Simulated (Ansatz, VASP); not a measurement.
# Cross-check of Pt2SeS between VASP and Ansatz, part 2 of 2

Wanted: the spread between two codes on one cell, functional and k mesh. The cell is generated by rule, not measured, and may not be a known phase. The cell is taken from a series of runs on this material, whose earlier steps may have relaxed, scaled, displaced or heated it; both programs get it as it stands.

VASP 6.6.1 and Ansatz 0.2.0.

So far: The structure; Ansatz: relaxation of cell and atoms, PBEsol; VASP: relaxation of cell and atoms, PBEsol.

## Step 3: VASP: relaxation of cell and atoms, PBEsol (continued)

Level of this step: PBEsol; plane waves and PAW (Pt, S, Se); invented cell (VASP).

Numbers of over 12 decimals in the logs are rounded to 6 here.

OUTCAR, selected parts (step 3):

```text
ion  position               nearest neighbor table
   1  0.000  0.500  0.011-   3 2.32   3 2.32   4 2.41   4 2.41
   2  0.500  0.000  0.489-   3 2.32   3 2.32   4 2.41   4 2.41
   3  0.000  0.000  0.250-   1 2.32   2 2.32   1 2.32   2 2.32
   4  0.000  0.000  0.750-   2 2.41   1 2.41   2 2.41   1 2.41

  LATTYP: Found a simple tetragonal cell.
 ALAT       =     3.5591490000
 C/A-ratio  =     1.7520991675

 Subroutine GETGRP returns: Found  8 space group operations
 (whereof  4 operations were pure point group operations)

The static configuration has the point symmetry C_2v.
 The point group associated with its full space group is D_2d.

 Found     60 irreducible k-points:

   k-points           NKPTS =     60   k-points in BZ     NKDIM =     60   number of bands    NBANDS=     22

   dimension x,y,z NGX =    28 NGY =   28 NGZ =   48
   dimension x,y,z NGXF=    56 NGYF=   56 NGZF=   96

   ENCUT  =  500.0 eV  36.75 Ry    6.06 a.u.   6.49  6.49 11.37*2*pi/ulx,y,z

   NELECT =      32.0000    total number of electrons

 k-points in reciprocal lattice and weights: Automatic mesh
   0.00000000  0.00000000  0.00000000       0.003
   0.12500000  0.00000000  0.00000000       0.010
   0.25000000  0.00000000  0.00000000       0.010
   0.37500000  0.00000000  0.00000000       0.010
   0.50000000  0.00000000  0.00000000       0.005
   0.12500000  0.12500000  0.00000000       0.010
   0.25000000  0.12500000  0.00000000       0.021
   0.37500000  0.12500000  0.00000000       0.021
   0.50000000  0.12500000  0.00000000       0.010
[...]
0.50000000  0.37500000  0.50000000       0.010
   0.50000000  0.50000000  0.50000000       0.003

 average (electrostatic) potential at core
       1 -67.4346       2 -67.4346       3 -86.5102       4 -52.8562

 E-fermi :   6.0497

 k-point     1 :       0.0000    0.0000    0.0000
  band No.  band energies     occupation
    ...
     12       3.9308      2.00000
     13       3.9589      2.00000
     14       4.0000      2.00000
     15       4.2217      2.00000
     16       5.0366      2.00000
     17       9.3191      0.00000
     18       9.5636      0.00000
     19       9.5636      0.00000
     20      11.1337      0.00000
     21      12.9090      0.00000
    ...

 k-point     2 :       0.1250    0.0000    0.0000
  band No.  band energies     occupation
    ...
     12       3.9258      2.00000
     13       3.9895      2.00000
     14       4.1982      2.00000
     15       4.6121      2.00000
     16       5.1958      2.00000
     17       8.9036      0.00000
     18       9.4595      0.00000
     19       9.6984      0.00000
     20      11.6827      0.00000
     21      11.7986      0.00000
    ...

 k-point     3 :       0.2500    0.0000    0.0000
  band No.  band energies     occupation
    ...
     12       3.9846      2.00000
     13       4.0947      2.00000
     14       4.4678      2.00000
     15       5.2122      2.00000
     16       5.3266      2.00000
     17       8.4373      0.00000
     18       9.2070      0.00000
     19       9.6326      0.00000
     20      10.4429      0.00000
     21      12.4557      0.00000
    ...

  Total       -0.0114857     -0.0114857      0.0011591      0.0000000      0.0000000      0.0000000
  in kB       -0.2329140     -0.2329140      0.0235043      0.0000000      0.0000000      0.0000000
  external PRESSURE =      -0.1474412 kB  Pullay stress =       0.0000000 kB

  energy-cutoff  :      500.00
  volume of cell :       79.01
      direct lattice vectors                 reciprocal lattice vectors
     3.559140856  0.000000000  0.000000000     0.280966683  0.000000000  0.000000000
     0.000000000  3.559140856  0.000000000     0.000000000  0.280966683  0.000000000
     0.000000000  0.000000000  6.237101242     0.000000000  0.000000000  0.160330891

 POSITION                                       TOTAL-FORCE (eV/Angst)
 -----------------------------------------------------------------------------------
      0.00000      1.77957      0.06704         0.000000      0.000000     -0.000084
      1.77957      0.00000      3.05151         0.000000      0.000000      0.000084
      0.00000      0.00000      1.55927         0.000000      0.000000      0.000000
      0.00000      0.00000      4.67783         0.000000      0.000000     -0.000000
 -----------------------------------------------------------------------------------
    total drift:                                0.000109      0.000109     -0.000298

  FREE ENERGIE OF THE ION-ELECTRON SYSTEM (eV)
  ---------------------------------------------------
  free  energy   TOTEN  =       -23.5049404612 eV

  energy  without entropy=      -23.5049404612  energy(sigma->0) =      -23.50494046

 reached required accuracy - stopping structural energy minimisation

 total charge
# of ion       s       p       d       tot
------------------------------------------
    1        0.699   0.569   8.159   9.427
    2        0.699   0.569   8.159   9.427
    3        1.309   2.315   0.000   3.624
    4        1.435   2.335   0.120   3.890
--------------------------------------------------
tot          4.143   5.788  16.438  26.369

[... 3 further parts left out ...]
```

CONTCAR:

```
Pt2SeS
   1.00000000000000
     3.5591408558804765    0.0000000000000000    0.0000000000000000
     0.0000000000000000    3.5591408558804765    0.0000000000000000
     0.0000000000000000    0.0000000000000000    6.2371012417317333
  Pt              S               Se
     2     1     1
Direct
     0.0000000000000000    0.4999998595000008    0.0107490636799579
     0.4999998595000008    0.0000000000000000    0.4892509363200421
     0.0000000000000000    0.0000000000000000    0.2499999197999969
     0.0000000000000000    0.0000000000000000    0.7499999197999969
```

## Step 4: Side by side

Known differences besides the potentials themselves: fixed occupations in Ansatz, narrow Gaussian smearing in VASP; the data sets hold 58 valence electrons in Ansatz (on its default PAW (the set named soft_2) files) and 32 in VASP; the cutoff is 250 eV in Ansatz and 500 eV in VASP; Ansatz makes its cores anew for this functional, VASP keeps those of its PBE data sets; Ansatz adds a Pulay correction to the stress that steers its cell, VASP none; Ansatz's log warns that its cutoff lies below the recommended one. Total energies have different zeros and are not compared.

Compared:

```csv
quantity,Ansatz,VASP,difference
volume (Å³),79.48,79.01,+0.59 %
"edge a after relaxation, in the typed setting (Å)",3.578,3.559,+0.52 %
"edge c after relaxation, in the typed setting (Å)",6.210,6.237,-0.44 %
```

## Step 5: What came out

* difference in volume (relaxation of cell and atoms, PBEsol): 0.59 %

The difference in volume is 0.59 % (relaxation of cell and atoms, PBEsol), within the 1.2 % picked in this series as the mark of a large difference, as far as the stopping tolerances let one tell. The data sets hold unlike numbers of valence electrons (58 in Ansatz and 32 in VASP), so part of the differences comes from the potentials. How closely two codes agree says nothing of how well the functional describes the real material.

[Lines on the potential files, build, host, timing and source positions are cut from VASP's logs without a mark.]

[Logs are printed without paths, hosts, clocks, repeated set-up lines and the standing remarks that a program may print on its own settings, such as how far it seeks lower states.]

[Hosts, paths, dates, database ids (printed as entryN), source tags and the programs' standing remarks are cut or masked in the printed files.]
